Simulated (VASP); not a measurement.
Output of a VASP run:

File OSZICAR:
```
...
DAV:   1     0.503864829371E+03    0.50386E+03   -0.26738E+04  1680   0.207E+03
DAV:   2    -0.179080782146E+02   -0.52177E+03   -0.51732E+03  2152   0.532E+02
DAV:   3    -0.482220410976E+02   -0.30314E+02   -0.30178E+02  1776   0.138E+02
DAV:   4    -0.491968740742E+02   -0.97483E+00   -0.97388E+00  2968   0.215E+01
DAV:   5    -0.492073202198E+02   -0.10446E-01   -0.10386E-01  2056   0.162E+00    0.450E+01
DAV:   6    -0.401620691779E+02    0.90453E+01   -0.87659E+01  2312   0.767E+01    0.192E+01
DAV:   7    -0.394872853874E+02    0.67478E+00   -0.23823E+01  1960   0.459E+01    0.196E+01
DAV:   8    -0.389810967711E+02    0.50619E+00   -0.33395E+00  1864   0.177E+01    0.260E+00
DAV:   9    -0.389927304162E+02   -0.11634E-01   -0.13081E-01  2312   0.247E+00    0.119E+00
DAV:  10    -0.389883721385E+02    0.43583E-02   -0.55787E-02  1920   0.240E+00    0.342E-01
DAV:  11    -0.389875129795E+02    0.85916E-03   -0.62395E-03  1840   0.701E-01    0.881E-02
DAV:  12    -0.389875880920E+02   -0.75113E-04   -0.33187E-04  2208   0.161E-01    0.875E-02
DAV:  13    -0.389875724801E+02    0.15612E-04   -0.13533E-04  1960   0.113E-01    0.115E-02
DAV:  14    -0.389875742131E+02   -0.17330E-05   -0.94119E-06  2096   0.199E-02    0.112E-02
DAV:  15    -0.389875734618E+02    0.75129E-06   -0.32356E-06  1472   0.120E-02
   1 F= -.29127542E+02 E0= -.29126791E+02  d E =-.291275E+02
       N       E                     dE             d eps       ncg     rms          rms(c)
DAV:   1    -0.409114706398E+02   -0.19239E+01   -0.79885E+01  1808   0.951E+01    0.248E+01
DAV:   2    -0.383276143562E+02    0.25839E+01   -0.88055E+00  1816   0.324E+01    0.527E+00
DAV:   3    -0.380218710479E+02    0.30574E+00   -0.22560E+00  2048   0.108E+01    0.375E+00
DAV:   4    -0.379343600019E+02    0.87511E-01   -0.38732E-01  2376   0.677E+00    0.134E+00
DAV:   5    -0.379311213511E+02    0.32387E-02   -0.67527E-02  2736   0.176E+00    0.104E+00
DAV:   6    -0.379338869347E+02   -0.27656E-02   -0.12301E-02  2184   0.716E-01    0.616E-01
DAV:   7    -0.379355292298E+02   -0.16423E-02   -0.59501E-03  2800   0.492E-01    0.897E-02
DAV:   8    -0.379355863400E+02   -0.57110E-04   -0.23308E-04  2168   0.141E-01    0.538E-02
DAV:   9    -0.379355807967E+02    0.55433E-05   -0.35627E-05  2344   0.590E-02    0.128E-02
DAV:  10    -0.379355806818E+02    0.11495E-06   -0.12309E-06  1224   0.833E-03
   2 F= -.28992641E+02 E0= -.28991854E+02  d E =0.134900E+00
       N       E                     dE             d eps       ncg     rms          rms(c)
DAV:   1    -0.399530850245E+02   -0.20175E+01   -0.33347E+01  1752   0.640E+01    0.152E+01
DAV:   2    -0.390267127165E+02    0.92637E+00   -0.58655E+00  1768   0.269E+01    0.440E+00
DAV:   3    -0.387713615351E+02    0.25535E+00   -0.17863E+00  1840   0.113E+01    0.355E+00
DAV:   4    -0.387104522647E+02    0.60909E-01   -0.26917E-01  2120   0.529E+00    0.149E+00
DAV:   5    -0.387078087040E+02    0.26436E-02   -0.34705E-02  2472   0.122E+00    0.118E+00
DAV:   6    -0.387099576072E+02   -0.21489E-02   -0.19698E-02  2032   0.879E-01    0.421E-01
DAV:   7    -0.387090215052E+02    0.93610E-03   -0.82921E-03  2080   0.558E-01    0.135E-01
DAV:   8    -0.387090683804E+02   -0.46875E-04   -0.52301E-04  2664   0.186E-01    0.378E-02
DAV:   9    -0.387090581013E+02    0.10279E-04   -0.61385E-05  2056   0.571E-02    0.992E-03
DAV:  10    -0.387090586067E+02   -0.50533E-06   -0.61928E-06  2096   0.169E-02
   3 F= -.29187267E+02 E0= -.29186507E+02  d E =-.597253E-01
```

File OUTCAR:
```
------------------------ aborting loop because EDIFF is reached ----------------------------------------
  FORCE on cell =-STRESS in cart. coord.  units (eV):
  Direction    XX          YY          ZZ          XY          YZ          ZX
  --------------------------------------------------------------------------------------
  Total        9.4655749      9.4655749      9.4655749     -0.0000000     -0.0000000      0.0000000
  in kB      298.2287998    298.2287998    298.2287998     -0.0000000     -0.0000000      0.0000000
  external PRESSURE =      -1.7712002 kB  Pullay stress =     300.0000000 kB
  volume of cell :       50.85
      direct lattice vectors                 reciprocal lattice vectors
     3.704838945 -0.000000000  0.000000000     0.269917266 -0.000000000  0.000000000
     0.000000000  3.704838945  0.000000000     0.000000000  0.269917266  0.000000000
    -0.000000000 -0.000000000  3.704838945    -0.000000000 -0.000000000  0.269917266
 POSITION                                       TOTAL-FORCE (eV/Angst)
 -----------------------------------------------------------------------------------
      0.00000      0.00000      0.00000        -0.000000      0.000000      0.000000
      1.85242      1.85242      1.85242         0.000000     -0.000000      0.000000
      1.85242     -0.00000      1.85242        -0.000000     -0.000000      0.000000
     -0.00000      1.85242      1.85242         0.000000     -0.000000      0.000000
      1.85242      1.85242      0.00000        -0.000000      0.000000      0.000000
 -----------------------------------------------------------------------------------
    total drift:                                0.000000      0.000000     -0.000000
  FREE ENERGIE OF THE ION-ELECTRON SYSTEM (eV)
  ---------------------------------------------------
  free  energy   TOTEN  =       -38.7090586067 eV

  energy  without entropy=      -38.7067777989  energy(sigma->0) =      -38.70829834
  enthalpy is  TOTEN    =       -29.1872670051 eV   P V=        9.5217916016

 reached required accuracy - stopping structural energy minimisation
```
(Selected blocks of OUTCAR.)

**POSCAR**
```
SrVO3
1
    3.7481981943     0.0000000000     0.0000000000
    0.0000000000     3.7481981943     0.0000000000
    0.0000000000     0.0000000000     3.7481981943
Sr V O
1 1 3
Direct
  0.0000000000   0.0000000000   0.0000000000
  0.5000000000   0.5000000000   0.5000000000
  0.5000000000   0.0000000000   0.5000000000
  0.0000000000   0.5000000000   0.5000000000
  0.5000000000   0.5000000000   0.0000000000
```

Problem. Reconstruct the remaining input files.

Solution. Several could match; the one computed here: the input of the run itself, PBE GGA, plane waves, VASP's PBE PAW potentials (set 64).

KPOINTS:
```
kpoints
0
Gamma
  8 8 8
```

**INCAR**
```
! general
SYSTEM  = SrVO3
PREC    = Accurate
ENCUT   = 620   ! plane-wave cut-off (eV)
LREAL   = .FALSE.
LASPH   = .TRUE.   ! aspherical one-centre terms

! electronic loop
EDIFF   = 1E-6   ! SCF stop (eV)
NELM    = 100
ALGO    = Normal   ! blocked Davidson
LMAXMIX = 4   ! l cut-off of mixed one-centre charges

! smearing
ISMEAR  = 1   ! Methfessel-Paxton
SIGMA   = 0.1

! functional
GGA     = PE

! ions
IBRION  = 2   ! conjugate gradients
NSW     = 40   ! most ionic steps
ISIF    = 3
EDIFFG  = -0.02   ! ionic stop
PSTRESS = 300   ! kbar

! output
LWAVE   = .FALSE.
LCHARG  = .FALSE.
```

POTCAR, in this order: Sr_sv V_sv O (PBE.64 set). Program: vasp_std.

Energy and stress use the plane-wave basis of the starting cell.

The compound is SrVO3 in the cubic perovskite structure. This run relaxes it under an external pressure of 30 GPa. Symmetry was kept, so distortions that lower it aren't found. The run is not spin-polarised, so no magnetic state was tried. The electron count is odd and the run is not spin-polarised, which forces a metal.
